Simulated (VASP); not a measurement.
Method: r2SCAN meta-GGA, VASP's PBE PAW potentials (set 64) (plane waves; VASP).

VASP input:

KPOINTS_OPT:
```
k-points along high-symmetry lines
6
Line-mode
Reciprocal
  0.000000   0.000000   0.000000 ! GAMMA
  0.500000   0.000000   0.000000 ! M

  0.500000   0.000000   0.000000 ! M
  0.333333   0.333333   0.000000 ! K

  0.333333   0.333333   0.000000 ! K
  0.000000   0.000000   0.000000 ! GAMMA

  0.000000   0.000000   0.000000 ! GAMMA
  0.000000   0.000000   0.500000 ! A

  0.000000   0.000000   0.500000 ! A
  0.500000   0.000000   0.500000 ! L

  0.500000   0.000000   0.500000 ! L
  0.333333   0.333333   0.500000 ! H

  0.333333   0.333333   0.500000 ! H
  0.000000   0.000000   0.500000 ! A

  0.500000   0.000000   0.500000 ! L
  0.500000   0.000000   0.000000 ! M

  0.333333   0.333333   0.500000 ! H
  0.333333   0.333333   0.000000 ! K
```

**POSCAR**
```
TiAl
1
    4.6104824296     0.0000000000     0.0000000000
   -2.3052412148     3.9927951445     0.0000000000
    0.0000000000     0.0000000000     5.1300891369
Ti Al
2 2
Direct
  0.3333330000   0.6666670000   0.9374831363
  0.6666670000   0.3333330000   0.4374831363
  0.3333330000   0.6666670000   0.4375168637
  0.6666670000   0.3333330000   0.9375168637
```

INCAR:
```
LMIXTAU=T
ALGO=Normal   ! blocked Davidson
PREC=Accurate
ISIF=2   ! forces and stress, cell fixed
LREAL=F   ! projection in real space or not
ENCUT=400   ! plane-wave cut-off (eV)
LASPH=T
METAGGA=R2SCAN
LMAXMIX=4   ! l cut-off of mixed one-centre charges
EDIFF=1E-7
ISMEAR=-5   ! tetrahedra, Bloechl
LEFG=T
SYSTEM=TiAl
LCHARG=F
NEDOS=601
LORBIT=11   ! lm-projected
LWAVE=F
NELM=100   ! most electronic steps
```

File KPOINTS:
```
Automatic mesh
0
Gamma
9 9 7
0 0 0
```

POTCAR, in this order: Ti_sv Al (PBE.64 set). Program: vasp_std.

For a metal the tetrahedron method with Blöchl corrections gives inexact stress and forces.

**Question.** Predict the energy per atom (σ→0), band gap (over mesh and band path).

**Answer.** 
- energy per atom (σ→0): -9.017 eV/atom
- band gap (over mesh and band path): none (metal, semimetal or under 0.01 eV)

**OSZICAR**
```
...
DAV:  19    -0.360669609196E+02    0.31780E-06   -0.44156E-07  1818   0.782E-03    0.135E-03
DAV:  20    -0.360669600137E+02    0.90591E-06   -0.13002E-07  1359   0.401E-03    0.916E-04
DAV:  21    -0.360669604555E+02   -0.44179E-06   -0.95856E-08  1299   0.311E-03    0.434E-04
DAV:  22    -0.360669601854E+02    0.27012E-06   -0.55686E-08  1299   0.201E-03    0.316E-04
DAV:  23    -0.360669601361E+02    0.49339E-07   -0.20161E-08  1299   0.125E-03
   1 F= -.36066960E+02 E0= -.36066960E+02  d E =0.000000E+00
       N       E                     dE             ncg
       N       E                     dE             ncg
```

The structure was generated: TiAl was put into the wurtzite type (P6_3mc), which need not be its known phase. It was relaxed first, which changed the volume by -31 %. The relaxed cell has space group P6_3/mmc.
